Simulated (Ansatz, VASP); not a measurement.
# W2N in two plane-wave programs

Aim: how closely do two programs agree when they are given the same cell, functional and k mesh? Of the first pair: The cell is taken from a series of runs on this material, whose earlier steps may have relaxed, scaled, displaced or heated it; both programs get it as it stands.

Calculated with Ansatz 0.2.0; plane waves, with VASP 6.6.1 beside it; single point at PBE.

## (1) The structure

The cell holds 3 atoms: 1 N and 2 W. Its edges and angles: a = 2.900 Å, b = 2.900 Å, c = 20.000 Å, α = 90.0°, β = 90.0°, γ = 120.0°. Vacuum lies along c.

As a file:

```cif
data_structure
_symmetry_space_group_name_H-M 'P 1'
_symmetry_Int_Tables_number 1
_cell_length_a 2.9000
_cell_length_b 2.9000
_cell_length_c 20.0000
_cell_angle_alpha 90.000
_cell_angle_beta 90.000
_cell_angle_gamma 120.000
_cell_volume 145.67
loop_
_atom_site_label
_atom_site_type_symbol
_atom_site_fract_x
_atom_site_fract_y
_atom_site_fract_z
_atom_site_occupancy
N1 N 0.00000 0.00000 0.50000 1
W2 W 0.33333 0.66667 0.56000 1
W3 W 0.66667 0.33333 0.44000 1
```

## (2) VASP: single point, PBE, pair 1

A single point gives forces, pressure and levels at one fixed geometry, so differences don't come from the geometry; what else differs is listed under the comparison.

Lines of VASP's logs that name or quote its potential files are left out, and so is its time.

INCAR

```
SYSTEM = W2N
PREC = Accurate
ENCUT = 520
EDIFF = 1E-06
NELM = 120
ISMEAR = 0
SIGMA = 0.1
LREAL = .FALSE.
ALGO = Normal
GGA = PE
NBANDS = 14
LASPH = .TRUE.
LORBIT = 11
LWAVE = .FALSE.
LCHARG = .FALSE.
ISIF = 2
LDIPOL = .TRUE.
IDIPOL = 3
DIPOL = 0.5 0.5 0.5
LVHAR = .TRUE.
GGA_COMPAT = .FALSE.
NELMDL = -8
KPAR = 2
```

POSCAR

```
W2N
1.0
    2.9000000000      0.0000000000      0.0000000000
   -1.4500000000      2.5114700000      0.0000000000
    0.0000000000      0.0000000000     20.0000000000
N W
1 2
Direct
    0.0000000000      0.0000000000      0.5000000000
    0.3333333333      0.6666666667      0.5600000000
    0.6666666667      0.3333333333      0.4400000000
```

KPOINTS

```
Automatic mesh
0
Gamma
9 9 1
0 0 0
```

The projector-augmented-wave data sets are N and W (PBE family, release 64).

Run with:

```bash
$ mpirun -np 2 vasp_std
```

Numbers of over 12 decimals in the logs are rounded to 6 here.

Log:

```text
[banner, memory and clock lines left out]
running    2 mpi-ranks, on    1 nodes
 distrk:  each k-point on    1 cores,    2 groups
 distr:  one band on    1 cores,    1 groups

 POSCAR found type information on POSCAR N W
 POSCAR found :  2 types and       3 ions
 LDA part: xc-table for (Slater+PW92), standard interpolation
 POSCAR, INCAR and KPOINTS ok, starting setup
 FFT: planning ... GRIDC
 FFT: planning ... GRID_SOFT
 FFT: planning ... GRID
 WAVECAR not read
 entering main loop
       N       E                     dE             d eps       ncg     rms          rms(c)
DAV:   1     0.116209955118E+03    0.11621E+03   -0.60331E+03   336   0.902E+02
DAV:   2    -0.207104465821E+02   -0.13692E+03   -0.13056E+03   558   0.211E+02
DAV:   3    -0.342898803106E+02   -0.13579E+02   -0.13149E+02   468   0.757E+01
DAV:   4    -0.346840910778E+02   -0.39421E+00   -0.39088E+00   488   0.149E+01
DAV:   5    -0.346952246288E+02   -0.11134E-01   -0.11124E-01   500   0.202E+00
DAV:   6    -0.346956576617E+02   -0.43303E-03   -0.43297E-03   548   0.316E-01
DAV:   7    -0.346956604860E+02   -0.28243E-05   -0.28233E-05   494   0.234E-02
DAV:   8    -0.346956605292E+02   -0.43220E-07   -0.43301E-07   390   0.245E-03    0.393E+01
DAV:   9    -0.312889053069E+02    0.34068E+01   -0.16276E+01   448   0.288E+01    0.166E+01
DAV:  10    -0.309943808606E+02    0.29452E+00   -0.26315E+00   410   0.135E+01    0.863E+00
DAV:  11    -0.309055912121E+02    0.88790E-01   -0.39935E-01   474   0.550E+00    0.148E+00
DAV:  12    -0.308957042753E+02    0.98869E-02   -0.54437E-02   446   0.160E+00    0.625E-01
DAV:  13    -0.308948992057E+02    0.80507E-03   -0.56529E-03   490   0.592E-01    0.110E-01
DAV:  14    -0.308947866287E+02    0.11258E-03   -0.51213E-04   458   0.190E-01    0.590E-02
[...]
DAV:  18    -0.308948645502E+02   -0.47726E-04   -0.94156E-06   414   0.130E-02    0.157E-03
DAV:  19    -0.308948800398E+02   -0.15490E-04   -0.11529E-06   356   0.558E-03    0.213E-03
DAV:  20    -0.308948901377E+02   -0.10098E-04   -0.14439E-06   332   0.417E-03    0.520E-04
DAV:  21    -0.308948929593E+02   -0.28217E-05   -0.45752E-07   300   0.270E-03    0.192E-03
DAV:  22    -0.308948969706E+02   -0.40113E-05   -0.13049E-07   222   0.196E-03    0.516E-04
DAV:  23    -0.308948985098E+02   -0.15392E-05   -0.48491E-08   198   0.994E-04    0.175E-04
DAV:  24    -0.308949006046E+02   -0.20947E-05   -0.12277E-07   246   0.894E-04    0.463E-04
DAV:  25    -0.308949010515E+02   -0.44696E-06   -0.27547E-08   204   0.449E-04
   1 F= -.30894901E+02 E0= -.30891074E+02  d E =-.765399E-02
```

Parts of OUTCAR (step 2):

```text
ion  position               nearest neighbor table
   1  0.000  0.000  0.500-   2 2.06   3 2.06   3 2.06   2 2.06   3 2.06   2 2.06
   2  0.333  0.667  0.560-   1 2.06   1 2.06   1 2.06   3 2.93   3 2.93   3 2.93
   3  0.667  0.333  0.440-   1 2.06   1 2.06   1 2.06   2 2.93   2 2.93   2 2.93

  LATTYP: Found a hexagonal cell.
 ALAT       =     2.9000000000
 C/A-ratio  =     6.8965517241

 Subroutine GETGRP returns: Found 12 space group operations
 (whereof 12 operations were pure point group operations)

The static configuration has the point symmetry D_3d.

 Found     12 irreducible k-points:

   k-points           NKPTS =     12   k-points in BZ     NKDIM =     12   number of bands    NBANDS=     14

   dimension x,y,z NGX =    24 NGY =   24 NGZ =  150
   dimension x,y,z NGXF=    48 NGYF=   48 NGZF=  300

   ENCUT  =  520.0 eV  38.22 Ry    6.18 a.u.   5.39  5.39 37.19*2*pi/ulx,y,z

   NELECT =      17.0000    total number of electrons

 k-points in reciprocal lattice and weights: Automatic mesh
   0.00000000  0.00000000  0.00000000       0.012
   0.11111111 -0.00000000  0.00000000       0.074
   0.22222222  0.00000000  0.00000000       0.074
   0.33333333  0.00000000  0.00000000       0.074
   0.44444444  0.00000000  0.00000000       0.074
   0.11111111  0.11111111  0.00000000       0.074
   0.22222222  0.11111111  0.00000000       0.148
   0.33333333  0.11111111  0.00000000       0.148
   0.44444444  0.11111111  0.00000000       0.074
   0.22222222  0.22222222  0.00000000       0.074
   0.33333333  0.22222222  0.00000000       0.148
   0.33333333  0.33333333  0.00000000       0.025

 dipolmoment           0.000000      0.000000     -0.000000 electrons x Angstroem

 average (electrostatic) potential at core
       1 -73.3508       2 -48.0216       3 -48.0216

 E-fermi :  -1.5520

 k-point     1 :       0.0000    0.0000    0.0000
  band No.  band energies     occupation
    ...
      5      -5.4027      2.00000
      6      -3.4239      2.00000
      7      -3.2161      2.00000
      8      -3.2161      2.00000
      9      -2.9168      2.00000
     10      -1.2397      0.00001
     11      -1.2397      0.00001
     12      -1.0587      0.00000
     13      -0.4986      0.00000
     14      -0.4986      0.00000

 k-point     2 :       0.1111   -0.0000    0.0000
  band No.  band energies     occupation
    ...
      6      -3.9795      2.00000
      7      -3.4438      2.00000
      8      -2.9800      2.00000
      9      -2.8570      2.00000
     10      -1.5654      1.15036
     11      -1.4316      0.08882
     12      -0.7941      0.00000
     13      -0.0161      0.00000
     14       0.6639      0.00000

 k-point     3 :       0.2222    0.0000    0.0000
  band No.  band energies     occupation
    ...
      5      -5.4904      2.00000
      6      -4.1691      2.00000
      7      -3.9306      2.00000
      8      -2.2657      2.00000
      9      -1.9552      2.00000
     10      -1.4267      0.07650
     11      -1.0045      0.00000
     12      -0.6220      0.00000
     13       0.4614      0.00000
     14       2.1051      0.00000

  Total        1.5551868      1.5551822      6.6478928      0.0000000     -0.0000000     -0.0000000
  in kB       17.1055544     17.1055044     73.1204077      0.0000000     -0.0000000     -0.0000000
  external PRESSURE =      35.7771555 kB  Pullay stress =       0.0000000 kB

  energy-cutoff  :      520.00
  volume of cell :      145.67
      direct lattice vectors                 reciprocal lattice vectors
     2.900000000  0.000000000  0.000000000     0.344827586  0.199086591  0.000000000
    -1.450000000  2.511470000  0.000000000     0.000000000  0.398173181  0.000000000
     0.000000000  0.000000000 20.000000000     0.000000000  0.000000000  0.050000000

 POSITION                                       TOTAL-FORCE (eV/Angst)
 -----------------------------------------------------------------------------------
      0.00000      0.00000     10.00000        -0.000000      0.000000      0.000000
     -0.00000      1.67431     11.20000         0.000000      0.000000      2.782633
      1.45000      0.83716      8.80000        -0.000000     -0.000000     -2.782633
 -----------------------------------------------------------------------------------
    total drift:                               -0.000000      0.000000      0.000000

  FREE ENERGIE OF THE ION-ELECTRON SYSTEM (eV)
  ---------------------------------------------------
  free  energy   TOTEN  =       -30.8949010515 eV

  energy  without entropy=      -30.8872470641  energy(sigma->0) =      -30.89107406

 vacuum level on the upper side and lower side of the slab         3.610         3.610

 total charge
# of ion       s       p       d       tot
------------------------------------------
    1        1.251   2.577   0.000   3.828
    2        0.586   0.706   4.255   5.547
    3        0.586   0.706   4.255   5.547
--------------------------------------------------
tot          2.422   3.989   8.509  14.921

[... 3 further parts left out ...]
```

This run has no spin polarisation, so a moment on W, if there is one, isn't seen. Its electron count is odd, so without a moment it is a metal by construction.

## (3) Ansatz: single point, PBE, pair 1

Ansatz runs on its PAW soft_1 files.

The same cell, functional, mesh and smearing now go to Ansatz, which takes its cutoff from its data sets.

input.yaml

```yaml
crystal:
  lattice:
    - [2.9, 0.0, 0.0]
    - [-1.45, 2.51147, 0.0]
    - [0.0, 0.0, 20.0]
  atoms:
    - { symbol: "N", position: [0.0, 0.0, 0.5] }
    - { symbol: W, position: [0.333333, 0.666667, 0.56] }
    - { symbol: W, position: [0.666667, 0.333333, 0.44] }
  periodic: [true, true, false]
kpoints:
  mp_grid: { grid: [9, 9, 1] }
hamiltonian:
  xc: pbe
  pseudopotentials: { kind: paw, azcp: { folder: soft_1 } }
scf:
  occupations: { method: gaussian, width: 0.1 }
output:
  forces: true
  stress: true
  eigenvalues: true
```

Run with:

```bash
$ ansatz run input.yaml --threads 4 --pin off --max-ram 16384MiB --backend cpu --events-out ev --progress --plain --runs-dir out
```

Log:

```text
Warning: crystal.periodic: the lattice vector that does not repeat stood 0.000° off the slab's normal, 20.000 Å along it as the deck builds it. The run solves the slab on a vector along the normal, 28.600 Å long, with every atom where it was (on the deck's vector they left 17.60 Å outside them, and the widest stretch free of ions among them is 1.20 Å). A fractional position that the run reports is one of the run's ce [...]
Warning: the atoms were moved onto the symmetric positions of the space group found under crystal.symmetry.tolerance 1.0e-5 (fractional; no operation is sought that the atoms, as they stand in a round, miss by more than twice it, and no atom is moved by as much as it), and the run uses the moved positions. Before a round's move an operation carried an atom to 2.90e-6 Å from where it should land, the largest such dist [...]
crystal.periodic: the lattice vector that does not repeat stood 0.000° off the slab's normal, 20.000 Å along it as the deck builds it. The run solves the slab on a vector along the normal, 28.600 Å long, with every atom where it was (on the deck's vector they left 17.60 Å outside them, and the widest stretch free of ions among them is 1.20 Å). A fractional position that the run reports is one of the run's cell, which [...]
Engine: ansatz 0.2.0, aarch64-unknown-linux-gnu
Pseudopotentials: kind: paw
Pseudopotential: N, paw, valence charge 5, recommended cutoff 420 eV (normal), soft_1/N.paw.azcp
Pseudopotential: W, paw, valence charge 14, recommended cutoff 420 eV (normal), soft_1/W.paw.azcp
Functional definition: PBE
  parameter kappa = 0.804
  parameter beta = 0.066725
  exchange = pbe_x(kappa = kappa, mu = beta*pi^2/3)
  correlation = pbe_c(beta = beta)
Crystal: 3 atoms, lattice volume = 208.301 Å³
Basis set: ecut = 420 eV, 4067 PW (Γ), exchange–correlation on 40×40×384 points (8 copies of the dense FFT grid, shifted against one another)
Bands: 21, of which v1, the nominal top of the filled ones, is band 17 counted from 1 (16 counted from 0)
Symmetry: 12 space group operations
Space group: P-3m1 (ITA 164), of the structure as read, at distance tolerance 5.9e-5 Å
k-points: 12 of 81
Non-local potential: N, projectors of the file, l = 0: 2, l = 1: 2, l = 2: 1
Non-local potential: W, projectors of the file, l = 0: 3, l = 1: 2, l = 2: 2, l = 3: 1
PAW form: soft (Blöchl's): semilocal exchange-correlation on the pseudo side does not see the compensation charge
PAW one-centre angular grid: N, 110 points (default); XC on 64 Gauss nodes
PAW one-centre angular grid: W, 590 points (default); XC on 64 Gauss nodes
Initial density: superposition of atomic densities (neutral atoms: chi_scale 0, normalization atom)
Initial wavefunctions: pseudopotential atomic-orbital guess
Functional: x = pbe(κ = 0.804, μ = 0.219515), c = pbe(β = 0.066725)
SCF iter   1: F=—  HF=-21154.411029 eV  |F-HF|=—  |Δ(HF+E_count)|=         —  Δρ=5.41e-2  dr2=9.36e0  ethr=3.10e-3  ⟨swp⟩=12.5  Hψ=2173  notcnv=0
preconditioner: auto → LDOS  [metal: Δε(μ)=0.032 eV  Ē_g=8.929 eV  σ=0.100 eV  W_gap=0.18  n_scr=18 (ndim 8)  ℏωp=10.6 eV  f_vac=0.746  D(μ)=2.78/eV (n_scr^D=14)  β→1.0]
SCF iter   2: F=—  HF=-21153.414250 eV  |F-HF|=—  |Δ(HF+E_count)|=   9.97e-1  Δρ=4.73e-2  dr2=5.24e0  ethr=3.10e-3  ⟨swp⟩=5.2  Hψ=864  notcnv=0  defer=7
SCF iter   3: F=—  HF=-21152.378846 eV  |F-HF|=—  |Δ(HF+E_count)|=    1.04e0  Δρ=4.67e-3  dr2=4.50e-2  ethr=3.10e-3  ⟨swp⟩=4.6  Hψ=678  notcnv=0  defer=7
SCF iter   4: F=—  HF=-21152.382778 eV  |F-HF|=—  |Δ(HF+E_count)|=   3.93e-3  Δρ=1.14e-3  dr2=2.71e-3  ethr=1.36e-4  ⟨swp⟩=3.8  Hψ=671  notcnv=0  defer=6
SCF iter   5: F=—  HF=-21152.382118 eV  |F-HF|=—  |Δ(HF+E_count)|=   6.60e-4  Δρ=2.76e-4  dr2=1.39e-4  ethr=8.22e-6  ⟨swp⟩=3.8  Hψ=593  notcnv=0  defer=6
SCF iter   6: F=—  HF=-21152.382203 eV  |F-HF|=—  |Δ(HF+E_count)|=   8.57e-5  Δρ=6.60e-5  dr2=1.36e-5  ethr=4.20e-7  ⟨swp⟩=4.1  Hψ=559  notcnv=0  defer=6
SCF iter   7: F=—  HF=-21152.382308 eV  |F-HF|=—  |Δ(HF+E_count)|=   1.05e-4  Δρ=2.47e-5  dr2=3.18e-6  ethr=4.13e-8  ⟨swp⟩=4.2  Hψ=624  notcnv=0  defer=6
SCF iter   8: F=—  HF=-21152.382308 eV  |F-HF|=—  |Δ(HF+E_count)|=   6.29e-8  Δρ=8.95e-6  dr2=1.75e-7  ethr=9.64e-9  ⟨swp⟩=3.9  Hψ=563  notcnv=0  defer=6
SCF iter   9: F=-21152.382309 eV  HF=-21152.382309 eV  |F-HF|=1.88e-8  |Δ(HF+E_count)|=   2.51e-7  Δρ=1.68e-6  dr2=5.77e-9  ethr=3.03e-10  ⟨swp⟩=17.1  Hψ=1865  notcnv=0
SCF 1 converged in 9 iterations: F = -21152.382309 eV  dr2 = 5.77e-9
  greatest PAW one-centre occupation: 0.999 electrons in one spin orbital (limit 2), on the W atom at site 2 (counted from 0), in its partial waves of l = 0
SCF converged after 9 iterations
Free energy (F): -21152.382309 eV
Harris-Foulkes:  -21152.382309 eV  (|F-HF|=1.88e-8)
Internal energy: -21152.374255 eV  (E = F + TS)
E sigma→0 (E₀):  -21152.378282 eV
Entropy (-TS):   -0.008054 eV (-2.685 meV/atom)
Fermi energy:    -5.154742 eV
--- Per-component energies (eV) ---
  E_band       = -1042.990819
  E_kinetic    = 976.593380
  E_local      = -79289.078270  (includes V_loc(G=0)·N_el)
  E_nonlocal   = -14.954967
  E_hartree    = 39082.821020
  E_xc         = -593.366335
  E_vxc        = -536.174023  (∫ρ·V_xc dr)
  E_paw        = -17284.041619  (= ΣΔE_a)
  E_vpaw       = -345.006643  (= ΣTr[D̂ρ^β])
  E_aug_tail   = 0.001252  (compensation charges beyond the density's cutoff)
  E_ewald      = 35969.651285
  E_smearing   = -0.008054  (= −TS)
  E_closure    = 0.000000  (closes the sum)
  Σ components = -21152.382309   (vs F -21152.382309, Δ=0.00e0)
--- Forces (eV/Å), atoms counted from 1 ---
  atom   1  N     -0.00000000    -0.00000000     0.00000000
  atom   2  W      0.00000000     0.00000000     2.75236736
  atom   3  W     -0.00000000    -0.00000000    -2.75236736
  max |Σ_I F_I| component: 6.31e-30 eV/Å
--- 2D stress c σ (N/m, compression-positive) ---
        3.494574       0.000000       0.000000
        0.000000       3.494574       0.000000
        0.000000       0.000000       0.000000
  P = ½ c Tr σ = 3.4946 N/m
--- Band table (eV; the first three rows and the last of 12) ---
  k-point 0: bands = [... 13 lower, -7.0467, -6.8116, -6.8116, -6.5584, -4.8049, -4.8049, -4.7010, -4.0876]
  k-point 1: bands = [... 13 lower, -7.5848, -7.0742, -6.6049, -6.4521, -5.1638, -5.0091, -4.3993, -3.5901]
  k-point 2: bands = [... 13 lower, -7.7856, -7.5470, -5.8727, -5.5471, -5.0600, -4.5903, -4.2196, -3.1039]
  k-point 11: bands = [... 13 lower, -7.4197, -7.4197, -6.1224, -4.1590, -4.1590, -3.1588, -3.1588, -0.6632]
```

Reading the cycles: dr2 is the Hartree energy of the density residual (eV), the measure of convergence; HF is the Harris–Foulkes estimate of the energy, which meets the free energy F at convergence.

## (4) Comparison

Known differences besides the potentials themselves: Ansatz cuts the interaction across the vacuum, VASP repeats the sheet with a dipole correction; the data sets hold 33 valence electrons in Ansatz (on its PAW soft_1 files) and 17 in VASP; the cutoff is 420 eV in Ansatz and 520 eV in VASP. Total energies have different zeros and are not compared.

Forces (eV/Å; atoms numbered as in POSCAR):

| atom | Ansatz x, y, z | VASP x, y, z |
| --- | --- | --- |
| N1 | 0.000, 0.000, 0.000 | 0.000, 0.000, 0.000 |
| W2 | 0.000, 0.000, 2.752 | 0.000, 0.000, 2.783 |
| W3 | 0.000, 0.000, -2.752 | 0.000, 0.000, -2.783 |

The forces differ by 14 meV/Å r.m.s., which is 1.1 % of the r.m.s. force of 1.312 eV/Å (both taken over all components). With vacuum in the cell, a pressure given here is an average over mostly empty space and none of the material.

## (5) Ansatz: relaxation, PBE

The two programs are compared at the cell with which this relaxation starts, whose forces are those of its first step.

The structure compared here is the start of the Ansatz relaxation; VASP solves that cell, so the two are compared at the walk's first step.

input.yaml, the sections that differ from step 3:

```yaml
crystal:
  lattice:
    - [2.6962834156, 0.0, 0.0]
    - [-1.3481417078, 2.3350499337, 0.0]
    - [0.0, 0.0, 29.6237063742]
  atoms:
    - { symbol: "N", position: [0.0, 0.0, 0.3375674831] }
    - { symbol: W, position: [0.3333333333, 0.6666666667, 0.3878861411] }
    - { symbol: W, position: [0.6666666667, 0.3333333333, 0.2872488251] }
  periodic: [true, true, false]
kpoints:
  mp_grid: { grid: [18, 18, 1] }
scf:
  occupations: { method: methfessel_paxton, width: 0.2 }
relax:
  adjacent_minimum: "off"
  f_tol: 0.001
  max_steps: 60
# hamiltonian, output: as in step 3
```

Log:

```text
[...]
--- Relaxed structure (4 steps of the walk, 4 accepted, 0 SCFs on fresh bases) ---
  F+E_penalty+E_count = -21152.81417812 eV   max|allowed force component| = 3.974e-4 eV/Å
  cell:  # Å, volume = 186.5096 Å³
    - [2.696283, 0.0, 0.0]
    - [-1.348142, 2.335050, 0.0]
    - [0.0, 0.0, 29.6237063742]
  atoms:
    - { symbol: N, position: [0, 0, 0.3375674831] }
    - { symbol: W, position: [0.333333, 0.666667, 0.388381] }
    - { symbol: W, position: [0.666667, 0.333333, 0.286754] }
[key lines of the parts left out:]
SCF converged after 3 iterations
Free energy (F): -21152.814178 eV
Fermi energy:    -5.375439 eV
P = ½ c Tr σ = 13.2658 N/m
```

[end of part 1 of 2]

[Lines on the potential files, build, host, timing and source positions are cut from VASP's logs without a mark.]

[Logs are printed without paths, hosts, clocks, repeated set-up lines and the standing remarks that a program may print on its own settings, such as how far it seeks lower states.]

[Hosts, paths, dates, database ids (printed as entryN), source tags and the programs' standing remarks are cut or masked in the printed files.]
